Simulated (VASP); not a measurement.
The system is Ta.

```
CELL_PARAMETERS angstrom
-1.65128 1.65128 1.65128
1.65128 -1.65128 1.65128
1.65128 1.65128 -1.65128
ATOMIC_POSITIONS crystal
Ta 0.00000 0.00000 0.00000
```

- Program: VASP 6.6.1
- Task: relaxation of cell and atoms
- Functional: PBEsol
- Potentials or basis: VASP PAW PBE potentials, release 64 (Ta_pv)
- Cutoff: 600 eV
- k mesh: 16 × 16 × 16
- Occupations: methfessel-paxton, width 0.1 eV
- Spin: no spin polarisation

At the start: pressure -3.5 GPa; volume 18.01 Å³/atom.

Problem. How do energy, volume and symmetry change on relaxing?

Solution. Over 3 steps the energy falls by 3.5 meV/atom and the volume is 17.70 Å³/atom (-1.7 %); space group Im-3m (No. 229, to 0.05 Å).

The path:
| step | energy change (eV) | largest force (eV/Å) | pressure (GPa) | volume (Å³) |
| --- | --- | --- | --- | --- |
| 1 | 0.0000 | 0.0000 | -3.50 | 18.01 |
| 2 | 0.0146 | 0.0000 | 8.67 | 17.00 |
| 3 | -0.0035 | 0.0000 | -0.04 | 17.70 |

Final structure:
```
Ta
1.0
    -1.64169    1.64169    1.64169
     1.64169   -1.64169    1.64169
     1.64169    1.64169   -1.64169
Ta
1
Direct
  0.00000 0.00000 0.00000
```

Caveat: the PAW data sets were made with another functional, which shifts forces and pressure a little.
